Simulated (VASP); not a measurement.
A convergence study with VASP on BN (zinc blende): a few settings are varied, all else stays as given below, so the limit is that of these other settings.

```yaml
crystal:
  lattice:
    - [0.00000, 1.80750, 1.80750]
    - [1.80750, 0.00000, 1.80750]
    - [1.80750, 1.80750, 0.00000]
  atoms:
    - { symbol: B, position: [0.00000, 0.00000, 0.00000] }
    - { symbol: N, position: [0.25000, 0.25000, 0.25000] }
```

Calculation: LDA (Ceperley-Alder, Perdew-Zunger), VASP's LDA PAW potentials (set 64) (plane waves; VASP). The last row used: 700 eV cut-off, 20×20×20 Γ-centred mesh, second-order Methfessel-Paxton smearing of 0.40 eV, potentials B N.

Gaps are read on the run's mesh, which can miss a band edge.

```
setting                                   E (eV/atom)  pressure (GPa)  gap on the mesh (eV)  irreducible k-points
----------------------------------------  -----------  --------------  --------------------  --------------------
ISMEAR = -1, SIGMA = 0.01, 7×7×7 mesh         -9.7045          -10.43                 4.599                    20
ISMEAR = -1, SIGMA = 0.1, 7×7×7 mesh          -9.7045          -10.43                 4.599                    20
ISMEAR = 0, SIGMA = 0.01, 7×7×7 mesh          -9.7045          -10.43                 4.599                    20
ISMEAR = 0, SIGMA = 0.2, 7×7×7 mesh           -9.7045          -10.43                 4.599                    20
ISMEAR = 1, SIGMA = 0.05, 7×7×7 mesh          -9.7044          -10.43                 4.599                    20
ISMEAR = 1, SIGMA = 0.2, 7×7×7 mesh           -9.7044          -10.43                 4.599                    20
ISMEAR = 2, SIGMA = 0.05, 7×7×7 mesh          -9.7045          -10.43                 4.599                    20
ISMEAR = 2, SIGMA = 0.2, 7×7×7 mesh           -9.7044          -10.43                 4.599                    20
ISMEAR = -1, SIGMA = 0.01, 14×14×14 mesh      -9.7049          -10.45                 4.345                   104
ISMEAR = -1, SIGMA = 0.2, 14×14×14 mesh       -9.7049          -10.45                 4.345                   104
ISMEAR = 0, SIGMA = 0.01, 14×14×14 mesh       -9.7049          -10.45                 4.345                   104
ISMEAR = 0, SIGMA = 0.4, 14×14×14 mesh        -9.7049          -10.45                 4.345                   104
ISMEAR = 1, SIGMA = 0.05, 14×14×14 mesh       -9.7049          -10.45                 4.345                   104
ISMEAR = 1, SIGMA = 0.4, 14×14×14 mesh        -9.7049          -10.46                 4.345                   104
ISMEAR = 2, SIGMA = 0.05, 14×14×14 mesh       -9.7049          -10.45                 4.345                   104
ISMEAR = 2, SIGMA = 0.4, 14×14×14 mesh        -9.7049          -10.45                 4.345                   104
ISMEAR = -1, SIGMA = 0.05, 20×20×20 mesh      -9.7049          -10.45                 4.345                   256
ISMEAR = -1, SIGMA = 0.2, 20×20×20 mesh       -9.7049          -10.45                 4.345                   256
ISMEAR = 0, SIGMA = 0.1, 20×20×20 mesh        -9.7049          -10.45                 4.345                   256
ISMEAR = 0, SIGMA = 0.4, 20×20×20 mesh        -9.7049          -10.45                 4.345                   256
ISMEAR = 1, SIGMA = 0.1, 20×20×20 mesh        -9.7049          -10.45                 4.345                   256
ISMEAR = 1, SIGMA = 0.4, 20×20×20 mesh        -9.7049          -10.46                 4.345                   256
ISMEAR = 2, SIGMA = 0.1, 20×20×20 mesh        -9.7049          -10.45                 4.345                   256
ISMEAR = 2, SIGMA = 0.4, 20×20×20 mesh        -9.7049          -10.45                 4.345                   256
```

Left out are rungs that failed or repeat a setting and relaxations that didn't move; long series are thinned to 24 rows.

The compound is BN in the zinc blende structure. The cell was not relaxed at this level.
